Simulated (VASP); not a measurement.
# BaMg7 (P-6m2) in VASP: notebook

Runs on BaMg7. Level: PBEsol. Tasks: single point.

All numbers are computed with VASP 6.6.1; they aren't measurements. Logs are shortened: lines on timing, memory, paths and dates and some standing lists are left out, and cuts for length are marked.

### 1 Starting point

Symmetry: P-6m2, No. 187, hexagonal system. The conventional cell has a = 6.943 Å, b = 6.943 Å, c = 5.305 Å, α = 90.00°, β = 90.00°, γ = 120.00°. Around Ba (site symmetry -6m2) lie 12 Mg at 3.42 to 3.47 Å. Around Mg (site symmetry -6m2) lie 12 Mg at 3.37 to 3.48 Å. Around Mg (site symmetry mm2) lie 8 Mg at 3.19 to 3.48 Å and 2 Ba at 3.42 Å. Mg (site symmetry mm2) has 10 Mg at 3.26 to 3.59 Å and 2 Ba at 3.47 Å as nearest neighbours.

The cell comes from a database or a generator and needn't be the stable form of this composition.

### 2 Single point, PBEsol

The input, INCAR:

```
SYSTEM = BaMg7
PREC = Accurate ; ENCUT = 520
EDIFF = 1E-6 ; ISMEAR = 0
SIGMA = 0.02 ; LREAL = .FALSE.
LASPH = .TRUE. ; NELM = 60
ALGO = Fast ; ISIF = 2
LWAVE = .FALSE. ; LCHARG = .FALSE.
GGA = PS ; NBANDS = 22
```

The input, KPOINTS:

```
regular mesh
0
G
  5 5 5
  0 0 0
```

The input, POSCAR:

```
BaMg7
6.9429
    0.999996347564      0.000000000000      0.000000000000
   -0.499998173775      0.866022240678      0.000000000000
    0.000000000000      0.000000000000      0.764037361909
Ba Mg
1 7
Direct
    0.0000000000      0.0000000000      0.5000000000
    0.6666666667      0.3333333333      0.0000000000
    0.6396500000      0.8198250000      0.0000000000
    0.1801750000      0.8198250000      0.0000000000
    0.1801750000      0.3603500000      0.0000000000
    0.4941580000      0.9883160000      0.5000000000
    0.4941580000      0.5058420000      0.5000000000
    0.0116840000      0.5058420000      0.5000000000
```

Potentials or basis: VASP PAW PBE potentials, release 64 (Ba_sv, Mg).

The run is started by

```bash
$ cat potpaw_PBE.64/Ba_sv/POTCAR potpaw_PBE.64/Mg/POTCAR > POTCAR
$ mpirun -np 1 vasp_std > vasp.out
```

OUTCAR:

```text
SYSTEM = BaMg7
   PREC = Accurate
   ENCUT = 520
   EDIFF = 1E-6
   ISMEAR = 0
   LREAL = .FALSE.
   LASPH = .TRUE.
   NELM = 60
   ISIF = 2
   GGA = PS

 ion  position               nearest neighbor table
   1  0.000  0.000  0.500-   5 3.42   5 3.42   4 3.42   4 3.42   3 3.42   3 3.42   8 3.47   8 3.47
                             7 3.47   6 3.47   7 3.47   6 3.47
   2  0.667  0.333  0.000-   6 3.37   6 3.37   8 3.37   8 3.37   7 3.37   7 3.37   3 3.48   5 3.48
                             4 3.48   4 3.48   3 3.48   5 3.48
   3  0.640  0.820  0.000-   5 3.19   4 3.19   7 3.26   7 3.26   6 3.26   6 3.26   1 3.42   1 3.42
                             2 3.48   2 3.48
   4  0.180  0.820  0.000-   5 3.19   3 3.19   8 3.26   8 3.26   6 3.26   6 3.26   1 3.42   1 3.42
                             2 3.48   2 3.48
   5  0.180  0.360  0.000-   4 3.19   3 3.19   8 3.26   8 3.26   7 3.26   7 3.26   1 3.42   1 3.42
                             2 3.48   2 3.48
   6  0.494  0.988  0.500-   3 3.26   3 3.26   4 3.26   4 3.26   7 3.35   8 3.35   2 3.37   2 3.37
                             1 3.47   1 3.47   7 3.59   8 3.59
   7  0.494  0.506  0.500-   3 3.26   3 3.26   5 3.26   5 3.26   6 3.35   8 3.35   2 3.37   2 3.37
                             1 3.47   1 3.47   6 3.59   8 3.59
   8  0.012  0.506  0.500-   4 3.26   4 3.26   5 3.26   5 3.26   6 3.35   7 3.35   2 3.37   2 3.37
                             1 3.47   1 3.47   6 3.59   7 3.59

  LATTYP: Found a hexagonal cell.
 ALAT       =     6.9428746415
 C/A-ratio  =     0.7640401525

  Lattice vectors:

 A1 = (   6.9428746415,   0.0000000000,   0.0000000000)
 A2 = (  -3.4714373207,   6.0127058148,   0.0000000000)
 A3 = (   0.0000000000,   0.0000000000,   5.3046350000)

Analysis of symmetry for initial positions (statically):
=====================================================================
 Subroutine PRICEL returns:
 Original cell was already a primitive cell.

 Routine SETGRP: Setting up the symmetry group for a
 hexagonal supercell.

 Subroutine GETGRP returns: Found 12 space group operations
 (whereof 12 operations were pure point group operations)
 out of a pool of 24 trial point group operations.

The static configuration has the point symmetry D_3h.

Analysis of symmetry for dynamics (positions and initial velocities):
=====================================================================
 Subroutine PRICEL returns:
 Original cell was already a primitive cell.

 Routine SETGRP: Setting up the symmetry group for a
 hexagonal supercell.

[... 114 lines left out ...]
   POTIM  = 0.5000    time-step for ionic-motion
   TEBEG  =    0.0;   TEEND  =   0.0 temperature during run
   PSTRESS=    0.0 pullay stress
   NELECT =      24.0000    total number of electrons
   NUPDOWN=      -1.0000    fix difference up-down
   EMIN   =  10.00;   EMAX   =-10.00  energy-range for DOS
   EFERMI =   0.00;   METHOD = LEGACY
   ISMEAR =     0;   SIGMA  =   0.02  broadening in eV -4-tet -1-fermi 0-gaus
   EFERMI_NEDOS =   21; number of points for ismear=-14 and -15
   IALGO  =     68    algorithm
   IMIX   =      4    mixing-type and parameters
     AMIX     =   0.40;   BMIX     =  1.00
     AMIX_MAG =   1.60;   BMIX_MAG =  1.00
  volume/ion in A,a.u.               =      27.68       186.80
  Fermi-wavevector in a.u.,A,eV,Ry     =   0.780531  1.474990  8.289065  0.609229
  Thomas-Fermi vector in A             =   1.883862
   LORBIT       =      0    0 simple, 1 ext, 2 COOP (PROOUT), +10 PAW based schemes
   GGA     = PS    functional components
   LHFCALC =     F    Hartree Fock is set to
   AEXX    =    0.0000 exact exchange contribution
   IVDW    =     0    specifies the selected vdW correction
   LEPSILON=     F    determine dielectric tensor
   LRPA    =     F    only Hartree local field effects (RPA)
 non-spin polarized calculation
 RMM-DIIS sequential band-by-band and
 Gauss-broadening in eV      SIGMA  =   0.02
  energy-cutoff  :      520.00
  volume of cell :      221.44
 maximum number of plane-waves:      5974
 NGX is ok and might be reduce to    54
   NGX = 25   NGY = 25   NGZ = 19

 number of electron      24.0000000 magnetization

 Free energy of the ion-electron system (eV)
  ---------------------------------------------------
  ext. energy  EPLUGINS =         0.00000000
  ---------------------------------------------------
  free energy    TOTEN  =       -13.54995285 eV

  energy without entropy =      -13.54853374  energy(sigma->0) =      -13.54924329

 E-fermi :   2.1524     XC(G=0):  -8.3298

 val. band max:        2.1510576975   @ k =   0.4000   0.2000   0.4000
 cond. band min:       2.1754796240   @ k =   0.2000  -0.0000   0.4000
 fundamental gap:      0.0244219265
 Fermi energy:         2.1524367039

 k-point     1 :       0.0000    0.0000    0.0000
  band No.  band energies     occupation
      1     -25.6128      2.00000
      2     -10.9990      2.00000
      3     -10.9990      2.00000
      4     -10.9497      2.00000
      5      -3.8147      2.00000
      6      -0.3886      2.00000
[... 364 lines left out ...]
     21       5.4182      0.00000
     22       6.1462      0.00000

------------------------ aborting loop because EDIFF is reached ----------------------------------------

  FORCE on cell =-STRESS in cart. coord.  units (eV):
  Direction    XX          YY          ZZ          XY          YZ          ZX
  --------------------------------------------------------------------------------------
  -------------------------------------------------------------------------------------
  Total       -1.3130176     -1.3130176     -0.7714430     -0.0000000      0.0000000      0.0000000
  in kB       -9.4998410     -9.4998410     -5.5814831     -0.0000000      0.0000000      0.0000000
  external PRESSURE =      -8.1937217 kB  Pullay stress =       0.0000000 kB

 VOLUME and BASIS-vectors are now :
 -----------------------------------------------------------------------------
  energy-cutoff  :      520.00
  volume of cell :      221.44
      direct lattice vectors                 reciprocal lattice vectors
     6.942874642  0.000000000  0.000000000     0.144032559  0.083157237  0.000000000
    -3.471437321  6.012705815  0.000000000     0.000000000  0.166314473  0.000000000
     0.000000000  0.000000000  5.304635000     0.000000000  0.000000000  0.188514384

 POSITION                                       TOTAL-FORCE (eV/Angst)
 -----------------------------------------------------------------------------------
      0.00000      0.00000      2.65232         0.000000     -0.000000     -0.000000
      3.47144      2.00424      0.00000        -0.000000     -0.000000     -0.000000
      1.59504      4.92937      0.00000        -0.039211     -0.022638      0.000000
     -1.59504      4.92937      0.00000         0.039211     -0.022638      0.000000
      0.00000      2.16668      0.00000         0.000000      0.045276     -0.000000
      0.00000      5.94245      2.65232        -0.000000     -0.019914     -0.000000
      1.67488      3.04148      2.65232        -0.017246      0.009957      0.000000
     -1.67488      3.04148      2.65232         0.017246      0.009957      0.000000
 -----------------------------------------------------------------------------------
    total drift:                                0.000000     -0.000000     -0.000000

  FREE ENERGIE OF THE ION-ELECTRON SYSTEM (eV)
  ---------------------------------------------------
  free  energy   TOTEN  =       -13.5499528517 eV

  energy  without entropy=      -13.5485337382  energy(sigma->0) =      -13.54924329
```

It took 57 s on 1 thread of Intel Xeon 6975P-C (Granite Rapids), shared host; peak memory 0.37 GiB.

Results:

- Free energy: -13.5500 eV
- Pressure: -0.8 GPa
- Largest force: 0.045 eV/Å
- Band gap on the k mesh: none (metal or under the smearing width)

Forces in eV/Å, atoms in the order of the input:
```
Ba   0.000  0.000  0.000
Mg   0.000  0.000  0.000
Mg  -0.039 -0.023  0.000
Mg   0.039 -0.023  0.000
Mg   0.000  0.045  0.000
Mg   0.000 -0.020  0.000
Mg  -0.017  0.010  0.000
Mg   0.017  0.010  0.000
```

Stress tensor (GPa, compression positive):
```
-0.95  0.00  0.00
 0.00 -0.95  0.00
 0.00  0.00 -0.56
```

Caveat: the PAW data sets were made with another functional, which shifts forces and pressure a little. The run has no spin-orbit coupling, so splittings on Ba are missing.

### 3 Single point, PBEsol

The input, run.py:

```python
from ase.calculators.vasp import Vasp
from ase.dft.bandgap import bandgap
from ase.io import read

atoms = read('POSCAR')
calc = Vasp(
    directory='calc',
    xc='pbesol',
    pp='PBE',
    setups='recommended',
    prec='Accurate',
    encut=520,
    ediff=1e-06,
    ismear=0,
    sigma=0.02,
    lreal=False,
    lasph=True,
    nelm=60,
    algo='Fast',
    isif=2,
    lwave=False,
    lcharg=True,
    lelf=True,
    lvhar=True,
    kpts=[5, 5, 5],
    gamma=True,
    nbands=22,
)
atoms.calc = calc

print('energy (eV):', atoms.get_potential_energy())
print('free energy (eV):', atoms.get_potential_energy(force_consistent=True))
print('forces (eV/A):')
print(atoms.get_forces())
print('stress (eV/A^3, Voigt):', atoms.get_stress())
print('Fermi level (eV):', calc.get_fermi_level())
gap, top, bottom = bandgap(calc)
print('band gap (eV):', gap, 'from (spin, k, band)', top, 'to', bottom)
```

Changes to POSCAR since step 2:

```diff
@@ -1,6 +1,6 @@
 BaMg7
-6.9429
-    0.999996347564      0.000000000000      0.000000000000
-   -0.499998173775      0.866022240678      0.000000000000
-    0.000000000000      0.000000000000      0.764037361909
+1.0
+    6.9428746415      0.0000000000      0.0000000000
+   -3.4714373207      6.0127058148      0.0000000000
+    0.0000000000      0.0000000000      5.3046350000
 Ba Mg
```

Potentials or basis: VASP PAW PBE potentials, release 64 (Ba_sv, Mg).

The run is started by

```bash
$ python run.py
```

Wall time 61 s (1 thread of Intel Xeon 6975P-C (Granite Rapids), shared host); peak memory 0.36 GiB.

Results (log left out):

```
Free energy            : -13.5500 eV
Pressure               : -0.8 GPa
Largest force          : 0.045 eV/Å
Band gap on the k mesh : none (metal or under the smearing width)
```

Forces in eV/Å, atoms in the order of the input:
```
Ba   0.000  0.000  0.000
Mg   0.000  0.000  0.000
Mg  -0.039 -0.023  0.000
Mg   0.039 -0.023  0.000
Mg   0.000  0.045  0.000
Mg   0.000 -0.020  0.000
Mg  -0.017  0.010  0.000
Mg   0.017  0.010  0.000
```

Stress tensor (GPa, compression positive):
```
-0.95  0.00  0.00
 0.00 -0.95  0.00
 0.00  0.00 -0.56
```

Levels at points of the mesh, in eV from the Fermi level:
| k point | band 8 | band 9 | band 10 | band 11 | band 12 | band 13 | band 14 | band 15 | band 16 | band 17 |
| --- | --- | --- | --- | --- | --- | --- | --- | --- | --- | --- |
| (0.00, 0.00, 0.00) | -2.21 | -1.70 | -1.00 | -1.00 | -0.78 | -0.08 | 1.07 | 1.07 | 2.16 | 2.16 |

Caveat: the PAW data sets were made with another functional, which shifts forces and pressure a little. The run has no spin-orbit coupling, so splittings on Ba are missing.
